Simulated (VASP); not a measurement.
# SiCl4 in VASP: a series of runs

Aim: see how the results for SiCl4 move with the level of theory and the settings. Levels: PBE+D3(BJ), PBE, RPBE, RPBE+D3(BJ). Tasks: relaxation of the atoms, single point.

Program: VASP 6.6.1. These are calculated values, not measurements. Logs are shortened: lines on timing, memory, paths and dates and some standing lists are left out, and cuts for length are marked.

### Step 1. The molecule as given

The cell holds a molecule in a box, 5 atoms: a = 13.639 Å, b = 14.139 Å, c = 14.639 Å, α = 90.00°, β = 90.00°, γ = 90.00°.

### Step 2. Relaxation of the atoms, PBE+D3(BJ)

File INCAR:

```
SYSTEM = SiCl4
  PREC = Accurate
  ENCUT = 400
  EDIFF = 1E-6
  ISMEAR = 0
  SIGMA = 0.01
  LREAL = .FALSE.
  LASPH = .TRUE.
  NELM = 60
  ALGO = Normal
  ISIF = 2
  LWAVE = .FALSE.
  LCHARG = .FALSE.
  GGA = PE
  IVDW = 12
  IBRION = 2
  NSW = 120
  EDIFFG = -0.03
  ISYM = 0
```

File KPOINTS:

```
Automatic mesh
0
G
  1 1 1
  0 0 0
```

File POSCAR:

```
SiCl4
1.0
   13.6392887914      0.0000000000      0.0000000000
    0.0000000000     14.1392887914      0.0000000000
    0.0000000000      0.0000000000     14.6392887914
Si Cl
1 4
Selective dynamics
Direct
    0.5000000394      0.5035362727      0.4999999813  F F F
    0.4619573528      0.5888497344      0.6043392378  T T T
    0.5337076727      0.3743371983      0.5487313532  T T T
    0.3870848984      0.4928700636      0.4119144177  T T T
    0.6172500367      0.5580879598      0.4350150100  T T T
```

Potentials or basis: VASP PAW PBE potentials, release 64 (Si, Cl).

Launch:

```console
> cat potpaw_PBE.64/Si/POTCAR potpaw_PBE.64/Cl/POTCAR > POTCAR
> mpirun -np 1 vasp_gam > vasp.out
```

OUTCAR:

```text
SYSTEM = SiCl4
   PREC = Accurate
   ENCUT = 400
   EDIFF = 1E-6
   ISMEAR = 0
   LREAL = .FALSE.
   LASPH = .TRUE.
   NELM = 60
   ISIF = 2
   GGA = PE
   IVDW = 12
   IBRION = 2
   NSW = 120
   EDIFFG = -0.03
   ISYM = 0
 IVDW          = 12

 ion  position               nearest neighbor table
   1  0.500  0.504  0.500-   3 2.01   4 2.01   2 2.01   5 2.01
   2  0.462  0.589  0.604-   1 2.01
   3  0.534  0.374  0.549-   1 2.01
   4  0.387  0.493  0.412-   1 2.01
   5  0.617  0.558  0.435-   1 2.01

IMPORTANT INFORMATION: All symmetrisations will be switched off!
NOSYMM: (Re-)initialisation of all symmetry stuff for point group C_1.

----------------------------------------------------------------------------------------

                                     Primitive cell

  volume of cell :    2823.1845

  direct lattice vectors                    reciprocal lattice vectors
    13.639288791  0.000000000  0.000000000     0.073317606  0.000000000  0.000000000
     0.000000000 14.139288791  0.000000000     0.000000000  0.070724915  0.000000000
     0.000000000  0.000000000 14.639288791     0.000000000  0.000000000  0.068309329

  length of vectors
    13.639288791 14.139288791 14.639288791     0.073317606  0.070724915  0.068309329

  position of ions in fractional coordinates (direct lattice)
     0.500000039  0.503536273  0.499999981
     0.461957353  0.588849734  0.604339238
     0.533707673  0.374337198  0.548731353
     0.387084898  0.492870064  0.411914418
     0.617250037  0.558087960  0.435015010

  ion indices of the primitive-cell ions
   primitive index   ion index
                 1           1
                 2           2
                 3           3
                 4           4
                 5           5

----------------------------------------------------------------------------------------

 KPOINTS: Automatic mesh

Automatic generation of k-mesh.
 Grid dimensions read from file:
 generate k-points for:    1    1    1

 Generating k-lattice:

  Cartesian coordinates                     Fractional coordinates (reciprocal lattice)
     0.073317606  0.000000000  0.000000000     1.000000000  0.000000000  0.000000000
     0.000000000  0.070724915  0.000000000     0.000000000  1.000000000  0.000000000
     0.000000000  0.000000000  0.068309329     0.000000000  0.000000000  1.000000000

  Length of vectors
     0.073317606  0.070724915  0.068309329

  Shift w.r.t. Gamma in fractional coordinates (k-lattice)
     0.000000000  0.000000000  0.000000000

 Subroutine IBZKPT returns following result:
 ===========================================

 Found      1 irreducible k-points:

 Following reciprocal coordinates:
            Coordinates               Weight
  0.000000  0.000000  0.000000      1.000000
   k-points           NKPTS =      1   k-points in BZ     NKDIM =      1   number of bands    NBANDS=     20
   number of dos      NEDOS =    301   number of ions     NIONS =      5
   total plane-waves  NPLWV = 829440
   dimension x,y,z NGX =    90 NGY =   96 NGZ =   96
   dimension x,y,z NGXF=   180 NGYF=  192 NGZF=  192
   ions per type =               1   4
   NGX,Y,Z   is equivalent  to a cutoff of  10.97, 11.29, 10.90 a.u.
   NGXF,Y,Z  is equivalent  to a cutoff of  21.94, 22.57, 21.80 a.u.
 SYSTEM =  SiCl4
   PREC   = accura    normal or accurate (medium, high low for compatibility)
   ISTART =      0    job   : 0-new  1-cont  2-samecut
   ICHARG =      2    charge: 1-file 2-atom 10-const
   ISPIN  =      1    spin polarized calculation?
   LNONCOLLINEAR =      F non collinear calculations
   LSORBIT =      F    spin-orbit coupling
   LASPH  =      T    aspherical Exc in radial PAW
   ENCUT  =  400.0 eV  29.40 Ry    5.42 a.u.  22.24 23.06 23.87*2*pi/ulx,y,z
   NELM   =     60;   NELMIN=  2; NELMDL= -5     # of ELM steps
   EDIFF  = 0.1E-05   stopping-criterion for ELM
   LREAL  =      F    real-space projection
   EDIFFG = -.3E-01   stopping-criterion for IOM
   NSW    =    120    number of steps for IOM
   IBRION =      2    ionic relax: 0-MD 1-quasi-New 2-CG
   NFREE  =      1    steps in history (QN), initial steepest desc. (CG)
   ISIF   =      2    stress and relaxation
   ISYM   =      0    0-nonsym 1-usesym 2-fastsym
   POTIM  = 0.5000    time-step for ionic-motion
   TEBEG  =    0.0;   TEEND  =   0.0 temperature during run
   PSTRESS=    0.0 pullay stress
   NELECT =      32.0000    total number of electrons
   NUPDOWN=      -1.0000    fix difference up-down
   EMIN   =  10.00;   EMAX   =-10.00  energy-range for DOS
   EFERMI =   0.00;   METHOD = LEGACY
   ISMEAR =     0;   SIGMA  =   0.01  broadening in eV -4-tet -1-fermi 0-gaus
   EFERMI_NEDOS =   21; number of points for ismear=-14 and -15
   IALGO  =     38    algorithm
   IMIX   =      4    mixing-type and parameters
     AMIX     =   0.40;   BMIX     =  1.00
     AMIX_MAG =   1.60;   BMIX_MAG =  1.00
  volume/ion in A,a.u.               =     564.64      3810.36
  Fermi-wavevector in a.u.,A,eV,Ry     =   0.367744  0.694935  1.839988  0.135235
  Thomas-Fermi vector in A             =   1.293083
   LORBIT       =      0    0 simple, 1 ext, 2 COOP (PROOUT), +10 PAW based schemes
   GGA     = PE    functional components
   LHFCALC =     F    Hartree Fock is set to
   AEXX    =    0.0000 exact exchange contribution
   IVDW    =    12    specifies the selected vdW correction
   LEPSILON=     F    determine dielectric tensor
   LRPA    =     F    only Hartree local field effects (RPA)
 conjugate gradient relaxation of ions
 non-spin polarized calculation
 Gauss-broadening in eV      SIGMA  =   0.01
  energy-cutoff  :      400.00
  volume of cell :     2823.18
 maximum number of plane-waves:     25609
 NGX is ok and might be reduce to    90
   NGX = 45   NGY = 47   NGZ = 47

--------------------------------------- Ionic step        1  -------------------------------------------

 number of electron      32.0000001 magnetization

 Free energy of the ion-electron system (eV)
  ---------------------------------------------------
  ext. energy  EPLUGINS =         0.00000000
  ---------------------------------------------------
  free energy    TOTEN  =       -19.00214342 eV

  energy without entropy =      -19.00214342  energy(sigma->0) =      -19.00214342

------------------------ aborting loop because EDIFF is reached ----------------------------------------

 Edisp (eV)   -0.23675

 E8    (eV) :    -0.0983

  FORCE on cell =-STRESS in cart. coord.  units (eV):
  Direction    XX          YY          ZZ          XY          YZ          ZX
  --------------------------------------------------------------------------------------
  -------------------------------------------------------------------------------------
  Total       1.04965     1.04965     1.05100     0.00012     0.00024    -0.00002
  in kB       0.59568     0.59568     0.59645     0.00007     0.00013    -0.00001
  external pressure =        0.60 kB  Pullay stress =        0.00 kB

 VOLUME and BASIS-vectors are now :
 -----------------------------------------------------------------------------
  energy-cutoff  :      400.00
  volume of cell :     2823.18
      direct lattice vectors                 reciprocal lattice vectors
    13.639288791  0.000000000  0.000000000     0.073317606  0.000000000  0.000000000
     0.000000000 14.139288791  0.000000000     0.000000000  0.070724915  0.000000000
     0.000000000  0.000000000 14.639288791     0.000000000  0.000000000  0.068309329

 POSITION                                       TOTAL-FORCE (eV/Angst)
 -----------------------------------------------------------------------------------
      6.81964      7.11964      7.31964         0.000127     -0.000567      0.000041
      6.30077      8.32592      8.84710        -0.107584      0.249867      0.316573
      7.27939      5.29286      8.03304         0.095361     -0.378068      0.147833
      5.27956      6.96883      6.03013        -0.319595     -0.030873     -0.267169
      8.41885      7.89097      6.36831         0.331691      0.159641     -0.197276
 -----------------------------------------------------------------------------------
    total drift:                               -0.000183      0.000210      0.000516

  FREE ENERGIE OF THE ION-ELECTRON SYSTEM (eV)
  ---------------------------------------------------
  free  energy   TOTEN  =       -19.2388919775 eV

  energy  without entropy=      -19.2388919775  energy(sigma->0) =      -19.23889198

--------------------------------------- Ionic step        2  -------------------------------------------

 number of electron      31.9999999 magnetization

 Free energy of the ion-electron system (eV)
  ---------------------------------------------------
  ext. energy  EPLUGINS =         0.00000000
  ---------------------------------------------------
  free energy    TOTEN  =       -19.02012898 eV

  energy without entropy =      -19.02012898  energy(sigma->0) =      -19.02012898

 E-fermi :  -7.7479     XC(G=0):  -0.6715

 val. band max:       -7.8082740047   @ k =   0.0000   0.0000   0.0000
 cond. band min:      -1.6230324514   @ k =   0.0000   0.0000   0.0000
 fundamental gap:      6.1852415534
 Fermi energy:        -7.7479403857

 k-point     1 :       0.0000    0.0000    0.0000
  band No.  band energies     occupation
      1     -22.0329      2.00000
      2     -20.8708      2.00000
      3     -20.8708      2.00000
      4     -20.8706      2.00000
      5     -13.4636      2.00000
      6     -10.7570      2.00000
[... 12 lines left out ...]
     19      -0.2924      0.00000
     20      -0.2210      0.00000

------------------------ aborting loop because EDIFF is reached ----------------------------------------

 Edisp (eV)   -0.23441

 E8    (eV) :    -0.0973

  FORCE on cell =-STRESS in cart. coord.  units (eV):
  Direction    XX          YY          ZZ          XY          YZ          ZX
  --------------------------------------------------------------------------------------
  -------------------------------------------------------------------------------------
  Total      -0.12672    -0.12616    -0.12525    -0.00013     0.00009     0.00001
  in kB      -0.07191    -0.07160    -0.07108    -0.00007     0.00005     0.00000
  external pressure =       -0.07 kB  Pullay stress =        0.00 kB

 VOLUME and BASIS-vectors are now :
 -----------------------------------------------------------------------------
  energy-cutoff  :      400.00
  volume of cell :     2823.18
      direct lattice vectors                 reciprocal lattice vectors
    13.639288791  0.000000000  0.000000000     0.073317606  0.000000000  0.000000000
     0.000000000 14.139288791  0.000000000     0.000000000  0.070724915  0.000000000
     0.000000000  0.000000000 14.639288791     0.000000000  0.000000000  0.068309329

 POSITION                                       TOTAL-FORCE (eV/Angst)
 -----------------------------------------------------------------------------------
      6.81964      7.11964      7.31964        -0.000139     -0.000134     -0.000255
      6.29558      8.33797      8.86237         0.005210     -0.012645     -0.015262
      7.28399      5.27462      8.04017        -0.004638      0.018909     -0.007265
      5.26414      6.96734      6.01725         0.015918      0.001897      0.012810
      8.43485      7.89867      6.35879        -0.016351     -0.008027      0.009973
 -----------------------------------------------------------------------------------
    total drift:                                0.000687     -0.000396      0.000499

  FREE ENERGIE OF THE ION-ELECTRON SYSTEM (eV)
  ---------------------------------------------------
  free  energy   TOTEN  =       -19.2545430516 eV

  energy  without entropy=      -19.2545430516  energy(sigma->0) =      -19.25454305

 reached required accuracy - stopping structural energy minimisation
```

It took 2.7 min on 1 thread of Intel Xeon 6975P-C (Granite Rapids), shared host; peak memory 1.6 GiB.

Results:

- Free energy: -19.2545 eV
- Energy gained by relaxing: 3.1 meV/atom
- Ionic steps: 2
- Gap between the frontier levels: 6.19 eV
- Dispersion energy per atom: -0.047 eV

Step by step:
```tsv
step	energy change (eV)	largest force (eV/Å)	pressure (GPa)
1	0.0000	0.4177	0.06
2	-0.0157	0.0208	-0.01
```

Final structure:
```xyz
5
Lattice="13.6393 0.0000 0.0000 0.0000 14.1393 0.0000 0.0000 0.0000 14.6393" Properties=species:S:1:pos:R:3 pbc="T T T"
Si    6.8196    7.1196    7.3196
Cl    6.2956    8.3380    8.8624
Cl    7.2840    5.2746    8.0402
Cl    5.2641    6.9673    6.0172
Cl    8.4349    7.8987    6.3588
```

Levels at points of the mesh, in eV from the valence-band top:
```tsv
k point	band 12	band 13	band 14	band 15	band 16	band 17	band 18	band 19	band 20
(0.00, 0.00, 0.00)	-0.77	-0.77	0.00	0.00	0.00	6.19	7.51	7.52	7.59
```

### Step 3. Single point, PBE

File INCAR:

```
SYSTEM = SiCl4
PREC = Accurate
ENCUT = 400
EDIFF = 1E-6
ISMEAR = 0
SIGMA = 0.01
LREAL = .FALSE.
LASPH = .TRUE.
NELM = 60
ALGO = Normal
ISIF = 2
LWAVE = .FALSE.
LCHARG = .FALSE.
GGA = PE
NBANDS = 24
ISYM = 0
```

KPOINTS is that of step 2.

File POSCAR:

```
SiCl4                                   
1.0
   13.6392887914      0.0000000000      0.0000000000
    0.0000000000     14.1392887914      0.0000000000
    0.0000000000      0.0000000000     14.6392887914
  Si              Cl            
     1     4
Selective dynamics
Direct
     0.5000000393999997    0.5035362727000035    0.4999999813000002   F   F   F
     0.4615768251042013    0.5897022705894709    0.6053824792235807   T   T   T
     0.5340449677960858    0.3730472470123524    0.5492185240559304   T   T   T
     0.3859544792512176    0.4927647267259463    0.4110339811763256   T   T   T
     0.6184232387641950    0.5586326473464650    0.4343649004984350   T   T   T
```

Potentials or basis: VASP PAW PBE potentials, release 64 (Si, Cl).

Launch:

```console
> cat potpaw_PBE.64/Si/POTCAR potpaw_PBE.64/Cl/POTCAR > POTCAR
> mpirun -np 1 vasp_gam > vasp.out
```

Run time: 99 s. Hardware: 1 thread of Intel Xeon 6975P-C (Granite Rapids), shared host; peak memory 1.4 GiB.

The run converged. Its results:

```yaml
Free_energy: -19.0201 eV
Largest_force: 0.009 eV/Å
Gap_between_the_frontier_levels: 6.19 eV
```

Forces on the atoms (eV/Å):
```
Si   0.000  0.000  0.000
Cl  -0.002  0.005  0.007
Cl   0.002 -0.008  0.003
Cl  -0.006  0.000 -0.006
Cl   0.007  0.003 -0.004
```

Levels at points of the mesh, in eV from the valence-band top:
| k point | band 13 | band 14 | band 15 | band 16 | band 17 | band 18 | band 19 | band 20 |
| --- | --- | --- | --- | --- | --- | --- | --- | --- |
| (0.00, 0.00, 0.00) | -0.77 | 0.00 | 0.00 | 0.00 | 6.19 | 7.51 | 7.51 | 7.52 |

### Step 4. Single point, RPBE

Edit INCAR of step 3 so:

```diff
@@ -13,3 +13,3 @@
 LCHARG = .FALSE.
-GGA = PE
+GGA = RP
 NBANDS = 24
```

KPOINTS is that of step 3.

POSCAR is that of step 3.

Launch:

```console
> cat potpaw_PBE.64/Si/POTCAR potpaw_PBE.64/Cl/POTCAR > POTCAR
> mpirun -np 1 vasp_gam > vasp.out
```

It took 1.7 min on 1 thread of Intel Xeon 6975P-C (Granite Rapids), shared host; peak memory 1.4 GiB.

It converged, with:

| Property | Result |
| --- | --- |
| Free energy | -18.3321 eV |
| Largest force | 0.196 eV/Å |
| Gap between the frontier levels | 6.24 eV |

Forces in eV/Å, atoms in the order of the input:
```
Si   0.000  0.000  0.000
Cl  -0.051  0.117  0.149
Cl   0.045 -0.178  0.069
Cl  -0.150 -0.014 -0.126
Cl   0.156  0.075 -0.092
```

Levels at points of the mesh, in eV from the valence-band top:
```
           k point  band 13  band 14  band 15  band 16  band 17  band 18  band 19  band 20
(0.00, 0.00, 0.00)    -0.77     0.00     0.00     0.00     6.24     7.51     7.54     7.55
```

Caveat: the PAW data sets were made with another functional, which shifts forces and pressure a little.

### Step 5. Single point, RPBE+D3(BJ)

Edit INCAR of step 4 so:

```diff
@@ -14,2 +14,3 @@
 GGA = RP
+IVDW = 12
 NBANDS = 24
```

KPOINTS is that of step 4.

POSCAR is that of step 4.

Launch:

```console
> cat potpaw_PBE.64/Si/POTCAR potpaw_PBE.64/Cl/POTCAR > POTCAR
> mpirun -np 1 vasp_gam > vasp.out
```

Wall time 1.8 min (1 thread of Intel Xeon 6975P-C (Granite Rapids), shared host); peak memory 1.4 GiB.

Results (log left out):

```yaml
Free_energy: -19.9377 eV
Largest_force: 0.138 eV/Å
Gap_between_the_frontier_levels: 6.24 eV
Dispersion_energy_per_atom: -0.321 eV
```

Forces on the atoms (eV/Å):
```
Si   0.000  0.000  0.000
Cl   0.035 -0.083 -0.104
Cl  -0.031  0.125 -0.049
Cl   0.106  0.011  0.088
Cl  -0.110 -0.053  0.065
```

Levels at points of the mesh, in eV from the valence-band top:
| k point | band 13 | band 14 | band 15 | band 16 | band 17 | band 18 | band 19 | band 20 |
| --- | --- | --- | --- | --- | --- | --- | --- | --- |
| (0.00, 0.00, 0.00) | -0.77 | 0.00 | 0.00 | 0.00 | 6.24 | 7.51 | 7.54 | 7.55 |

Caveat: the PAW data sets were made with another functional, which shifts forces and pressure a little.

### Step 6. The runs side by side

| task | level | cell | atoms held fixed (from 0) | gap on the mesh (eV) | largest force (eV/Å) |
| --- | --- | --- | --- | --- | --- |
| relaxation of the atoms | PBE+D3(BJ) | atoms relaxed | [0] | 6.19 | - |
| single point | PBE | as given | - | 6.19 | 0.01 |
| single point | RPBE | as given | - | 6.24 | 0.20 |
| single point | RPBE+D3(BJ) | as given | - | 6.24 | 0.14 |

Alike in all rows: potentials or basis VASP PAW PBE potentials, release 64 (Si, Cl); no spin polarisation; k mesh 1 × 1 × 1; cutoff (eV) 400; smearing gaussian 0.01 eV.

On the cell as given the gap runs from 6.19 eV (PBE) to 6.24 eV (RPBE).

Caveats: the PAW data sets were made with another functional, which shifts forces and pressure a little (some runs).

Absolute energies hang on the potentials; compare differences alone.
